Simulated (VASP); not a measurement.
# BIr (P-6m2) in VASP: single point with LDA

Aim: the single point of BIr with LDA.

Program: VASP 6.6.1. These are calculated values, not measurements. Logs are shortened: lines on timing, memory, paths and dates and some standing lists are left out, and cuts for length are marked.

### 1 The structure

The structure is hexagonal, space group P-6m2 (No. 187). The conventional cell has a = 3.042 Å, b = 3.042 Å, c = 2.703 Å, α = 90.00°, β = 90.00°, γ = 120.00°. B (site symmetry -6m2) has 6 Ir at 2.22 Å as nearest neighbours. Around Ir (site symmetry -6m2) lie 6 B at 2.22 Å.

The cell comes from a database or a generator and needn't be the stable form of this composition.

### 2 Single point, LDA

Contents of INCAR:

```
PREC = Accurate ; ENCUT = 520
EDIFF = 1E-6 ; ISMEAR = 0
SIGMA = 0.15 ; LREAL = F
LASPH = T ; NELM = 80
ALGO = Normal ; ISIF = 2
LWAVE = F ; LCHARG = T
LELF = T ; LVHAR = T
NBANDS = 13
```

Contents of KPOINTS:

```
regular mesh
0
Gamma
  18 18 18
```

Contents of POSCAR:

```
BIr
1.0
    3.0421080792      0.0000000000      0.0000000000
   -1.5210540396      2.6345428776      0.0000000000
    0.0000000000      0.0000000000      2.7029723100
B Ir
1 1
Direct
    0.3333333333      0.6666666667      0.5000000000
    0.0000000000      0.0000000000      0.0000000000
```

Potentials or basis: VASP PAW LDA potentials, release 64 (B, Ir).

On the command line:

```sh
$ cat potpaw_LDA.64/B/POTCAR potpaw_LDA.64/Ir/POTCAR > POTCAR
$ mpirun -np 1 vasp_std > vasp.out
```

OUTCAR:

```text
PREC = Accurate
   ENCUT = 520
   EDIFF = 1E-6
   ISMEAR = 0
   LREAL = F
   LASPH = T
   NELM = 80
   ISIF = 2

 ion  position               nearest neighbor table
   1  0.333  0.667  0.500-   2 2.22   2 2.22   2 2.22   2 2.22   2 2.22   2 2.22
   2  0.000  0.000  0.000-   1 2.22   1 2.22   1 2.22   1 2.22   1 2.22   1 2.22

  LATTYP: Found a hexagonal cell.
 ALAT       =     3.0421080792
 C/A-ratio  =     0.8885194870

  Lattice vectors:

 A1 = (   3.0421080792,   0.0000000000,   0.0000000000)
 A2 = (  -1.5210540396,   2.6345428776,   0.0000000000)
 A3 = (   0.0000000000,   0.0000000000,   2.7029723100)

Analysis of symmetry for initial positions (statically):
=====================================================================
 Subroutine PRICEL returns:
 Original cell was already a primitive cell.

 Routine SETGRP: Setting up the symmetry group for a
 hexagonal supercell.

 Subroutine GETGRP returns: Found 12 space group operations
 (whereof 12 operations were pure point group operations)
 out of a pool of 24 trial point group operations.

The static configuration has the point symmetry D_3h.

Analysis of symmetry for dynamics (positions and initial velocities):
=====================================================================
 Subroutine PRICEL returns:
 Original cell was already a primitive cell.

 Routine SETGRP: Setting up the symmetry group for a
 hexagonal supercell.

 Subroutine GETGRP returns: Found 12 space group operations
 (whereof 12 operations were pure point group operations)
 out of a pool of 24 trial point group operations.

The dynamic configuration has the point symmetry D_3h.

 Subroutine INISYM returns: Found 12 space group operations
 (whereof 12 operations are pure point group operations),
 and found     1 'primitive' translations

----------------------------------------------------------------------------------------

                                     Primitive cell

  volume of cell :      21.6631

  direct lattice vectors                    reciprocal lattice vectors
     3.042108079  0.000000000  0.000000000     0.328719419  0.189786245  0.000000000
    -1.521054040  2.634542878  0.000000000     0.000000000  0.379572490  0.000000000
     0.000000000  0.000000000  2.702972310     0.000000000  0.000000000  0.369963094

  length of vectors
     3.042108079  3.042108079  2.702972310     0.379572490  0.379572490  0.369963094

  position of ions in fractional coordinates (direct lattice)
     0.333333333  0.666666667  0.500000000
     0.000000000  0.000000000  0.000000000

  ion indices of the primitive-cell ions
   primitive index   ion index
                 1           1
                 2           2

----------------------------------------------------------------------------------------

 KPOINTS: regular mesh

Automatic generation of k-mesh.
 Grid dimensions read from file:
 generate k-points for:   18   18   18

 Generating k-lattice:

  Cartesian coordinates                     Fractional coordinates (reciprocal lattice)
     0.018262190  0.010543680  0.000000000     0.055555556  0.000000000  0.000000000
     0.000000000  0.021087361  0.000000000     0.000000000  0.055555556  0.000000000
     0.000000000  0.000000000  0.020553505     0.000000000  0.000000000  0.055555556

  Length of vectors
     0.021087361  0.021087361  0.020553505

  Shift w.r.t. Gamma in fractional coordinates (k-lattice)
     0.000000000  0.000000000  0.000000000

 Subroutine IBZKPT returns following result:
 ===========================================

 Found    370 irreducible k-points:

 Following reciprocal coordinates:
            Coordinates               Weight
  0.000000  0.000000  0.000000      1.000000
  0.055556  0.000000  0.000000      6.000000
  0.111111  0.000000  0.000000      6.000000
  0.166667  0.000000  0.000000      6.000000
  0.222222  0.000000  0.000000      6.000000
  0.277778  0.000000  0.000000      6.000000
[... 16 lines left out ...]
  0.333333  0.111111  0.000000     12.000000
  0.388889  0.111111  0.000000     12.000000
 [... further k-points ...]
   k-points           NKPTS =    370   k-points in BZ     NKDIM =    370   number of bands    NBANDS=     13
   number of dos      NEDOS =    301   number of ions     NIONS =      2
   total plane-waves  NPLWV =  11520
   dimension x,y,z NGX =    24 NGY =   24 NGZ =   20
   dimension x,y,z NGXF=    48 NGYF=   48 NGZF=   40
   ions per type =               1   1
   NGX,Y,Z   is equivalent  to a cutoff of  13.12, 13.12, 12.30 a.u.
   NGXF,Y,Z  is equivalent  to a cutoff of  26.23, 26.23, 24.60 a.u.
 SYSTEM =  unknown system
   PREC   = accura    normal or accurate (medium, high low for compatibility)
   ISTART =      0    job   : 0-new  1-cont  2-samecut
   ICHARG =      2    charge: 1-file 2-atom 10-const
   ISPIN  =      1    spin polarized calculation?
   LNONCOLLINEAR =      F non collinear calculations
   LSORBIT =      F    spin-orbit coupling
   LASPH  =      T    aspherical Exc in radial PAW
   ENCUT  =  520.0 eV  38.22 Ry    6.18 a.u.   5.66  5.66  5.03*2*pi/ulx,y,z
   NELM   =     80;   NELMIN=  2; NELMDL= -5     # of ELM steps
   EDIFF  = 0.1E-05   stopping-criterion for ELM
   LREAL  =      F    real-space projection
   EDIFFG = 0.1E-04   stopping-criterion for IOM
   NSW    =      0    number of steps for IOM
   IBRION =     -1    ionic relax: 0-MD 1-quasi-New 2-CG
   NFREE  =      0    steps in history (QN), initial steepest desc. (CG)
   ISIF   =      2    stress and relaxation
   ISYM   =      2    0-nonsym 1-usesym 2-fastsym
   POTIM  = 0.5000    time-step for ionic-motion
   TEBEG  =    0.0;   TEEND  =   0.0 temperature during run
   PSTRESS=    0.0 pullay stress
   NELECT =      12.0000    total number of electrons
   NUPDOWN=      -1.0000    fix difference up-down
   EMIN   =  10.00;   EMAX   =-10.00  energy-range for DOS
   EFERMI =   0.00;   METHOD = LEGACY
   ISMEAR =     0;   SIGMA  =   0.15  broadening in eV -4-tet -1-fermi 0-gaus
   EFERMI_NEDOS =   21; number of points for ismear=-14 and -15
   IALGO  =     38    algorithm
   IMIX   =      4    mixing-type and parameters
     AMIX     =   0.40;   BMIX     =  1.00
     AMIX_MAG =   1.60;   BMIX_MAG =  1.00
  volume/ion in A,a.u.               =      10.83        73.10
  Fermi-wavevector in a.u.,A,eV,Ry     =   1.344502  2.540740 24.595051  1.807685
  Thomas-Fermi vector in A             =   2.472490
   LORBIT       =      0    0 simple, 1 ext, 2 COOP (PROOUT), +10 PAW based schemes
   GGA     = CA    functional components
   LHFCALC =     F    Hartree Fock is set to
   AEXX    =    0.0000 exact exchange contribution
   IVDW    =     0    specifies the selected vdW correction
   LEPSILON=     F    determine dielectric tensor
   LRPA    =     F    only Hartree local field effects (RPA)
 non-spin polarized calculation
 Gauss-broadening in eV      SIGMA  =   0.15
  energy-cutoff  :      520.00
  volume of cell :       21.66
 maximum number of plane-waves:       595
 NGX is ok and might be reduce to    24
   NGX = 11   NGY = 11   NGZ = 11

 number of electron      12.0000001 magnetization

 Free energy of the ion-electron system (eV)
  ---------------------------------------------------
  ext. energy  EPLUGINS =         0.00000000
  ---------------------------------------------------
  free energy    TOTEN  =       -18.17527100 eV

  energy without entropy =      -18.16494052  energy(sigma->0) =      -18.17010576

 E-fermi :   9.1613     XC(G=0): -13.2815

 val. band max:        9.1603135853   @ k =   0.3889   0.1111   0.0000
 cond. band min:       9.1682293167   @ k =   0.3333   0.2778   0.1111
 fundamental gap:      0.0079157314
 Fermi energy:         9.1612532814

 k-point     1 :       0.0000    0.0000    0.0000
  band No.  band energies     occupation
      1      -3.9739      2.00000
      2       2.7543      2.00000
      3       4.1157      2.00000
      4       4.1157      2.00000
      5       8.0973      2.00000
      6       8.0973      2.00000
      7      11.8501      0.00000
      8      14.8244      0.00000
      9      14.8244      0.00000
     10      17.4686      0.00000
     11      23.1783      0.00000
     12      23.1783      0.00000
     13      23.7044      0.00000

 k-point     2 :       0.0556    0.0000    0.0000
  band No.  band energies     occupation
      1      -3.9016      2.00000
      2       2.7654      2.00000
      3       4.0590      2.00000
      4       4.1812      2.00000
      5       7.9329      2.00000
      6       8.0850      2.00000
      7      12.0677      0.00000
      8      14.6224      0.00000
      9      14.6855      0.00000
     10      17.6447      0.00000
     11      22.6313      0.00000
     12      23.3812      0.00000
     13      24.3928      0.00000

 k-point     3 :       0.1111    0.0000    0.0000
  band No.  band energies     occupation
      1      -3.6882      2.00000
      2       2.7844      2.00000
      3       3.9161      2.00000
      4       4.3754      2.00000
      5       7.5346      2.00000
      6       8.0496      2.00000
      7      12.6194      0.00000
      8      14.0660      0.00000
      9      14.3033      0.00000
     10      18.1359      0.00000
     11      22.1215      0.00000
     12      23.9506      0.00000
     13      25.2025      0.00000
[... 305 lines left out ...]
 k-point    23 :       0.3333    0.1111    0.0000
  band No.  band energies     occupation
      1      -1.0533      2.00000
      2       1.8695      2.00000
      3       3.8164      2.00000
      4       5.5876      2.00000
      5       6.9024      2.00000
      6       7.5840      2.00000
      7       9.6322      0.00001
      8      10.9629      0.00000
      9      16.1457      0.00000
     10      20.9690      0.00000
     11      22.4651      0.00000
     12      24.4516      0.00000
     13      27.7804      0.00000

 k-point    24 :       0.3889    0.1111    0.0000
  band No.  band energies     occupation
      1      -0.6328      2.00000
      2       1.7017      2.00000
      3       3.7956      2.00000
      4       5.4543      2.00000
      5       7.3982      2.00000
      6       7.5362      2.00000
      7       9.1603      1.00707
      8      10.5072      0.00000
      9      16.4279      0.00000
     10      21.0594      0.00000
     11      22.0167      0.00000
     12      25.0588      0.00000
     13      27.9656      0.00000

 [... further k-points ...]

------------------------ aborting loop because EDIFF is reached ----------------------------------------

  FORCE on cell =-STRESS in cart. coord.  units (eV):
  Direction    XX          YY          ZZ          XY          YZ          ZX
  --------------------------------------------------------------------------------------
  -------------------------------------------------------------------------------------
  Total       -1.1618865     -1.1618865     -1.1933189      0.0000000      0.0000000      0.0000000
  in kB      -85.9315746    -85.9315746    -88.2562782      0.0000000      0.0000000      0.0000000
  external PRESSURE =     -86.7064758 kB  Pullay stress =       0.0000000 kB

 VOLUME and BASIS-vectors are now :
 -----------------------------------------------------------------------------
  energy-cutoff  :      520.00
  volume of cell :       21.66
      direct lattice vectors                 reciprocal lattice vectors
     3.042108079  0.000000000  0.000000000     0.328719419  0.189786245  0.000000000
    -1.521054040  2.634542878  0.000000000     0.000000000  0.379572490  0.000000000
     0.000000000  0.000000000  2.702972310     0.000000000  0.000000000  0.369963094

 POSITION                                       TOTAL-FORCE (eV/Angst)
 -----------------------------------------------------------------------------------
     -0.00000      1.75636      1.35149         0.000000      0.000000      0.000000
      0.00000      0.00000      0.00000        -0.000000     -0.000000      0.000000
 -----------------------------------------------------------------------------------
    total drift:                                0.000000     -0.000000     -0.000000

  FREE ENERGIE OF THE ION-ELECTRON SYSTEM (eV)
  ---------------------------------------------------
  free  energy   TOTEN  =       -18.1752709989 eV

  energy  without entropy=      -18.1649405203  energy(sigma->0) =      -18.17010576
```

It took 1.9 min on 1 thread of AMD EPYC 7R13 (Zen 3), shared host; peak memory 0.18 GiB.

What came out:

```
Free energy            : -18.1753 eV
Pressure               : -8.7 GPa
Band gap on the k mesh : none (metal or under the smearing width)
```

Spin-orbit coupling is left out, which matters for the levels of Ir.
